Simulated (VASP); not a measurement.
Here is a VASP 6.6.1 calculation.

Contents of INCAR:

```
SYSTEM = Be3Se2O
PREC = Normal
ENCUT = 520
EDIFF = 1E-4
ISMEAR = 0
SIGMA = 0.15
LREAL = .FALSE.
LASPH = .TRUE.
NELM = 60
ALGO = Fast
ISIF = 3
LWAVE = .FALSE.
LCHARG = .FALSE.
GGA = PE
IBRION = 2
NSW = 24
EDIFFG = -0.08
```

File KPOINTS:

```
Automatic mesh
0
G
  3 3 3
  0 0 0
```

POSCAR

```
Be3Se2O
1.0
    4.8867362900      0.0000000000      0.0000000000
   -2.4433681500      4.2320377700      0.0000000000
    0.0000000000      0.0000000000      4.9110338500
Be Se O
3 2 1
Direct
    0.2038396600      0.7961603400      0.0000000000
    0.2038396600      0.4076793200      0.0000000000
    0.5923206800      0.7961603400      0.0000000000
    0.0000000000      0.0000000000      0.5000000000
    0.6666666700      0.3333333300      0.0000000000
    0.0000000000      0.0000000000      0.0000000000
```

Potentials or basis: VASP PAW PBE potentials, release 64 (Be, Se, O).

Command:

```sh
$ cat potpaw_PBE.64/Be/POTCAR potpaw_PBE.64/Se/POTCAR potpaw_PBE.64/O/POTCAR > POTCAR
$ mpirun -np 1 vasp_std > vasp.out
```

(1) Estimate the space group after relaxing (to 0.05 Å).

(2) Predict the band gap on the k mesh.

(3) What does it give for the relaxed cell?

(4) Predict the relaxed volume.

## Answers

(1) P-6m2 (No. 187).

(2) none (metal or under the smearing width).

(3) a = 4.951 Å, b = 4.951 Å, c = 5.016 Å, α = 90.00°, β = 90.00°, γ = 120.00°.

(4) 17.75 Å³/atom.

Caveat: the k mesh is coarse (spacing up to 0.49 Å⁻¹), so the values aren't converged.
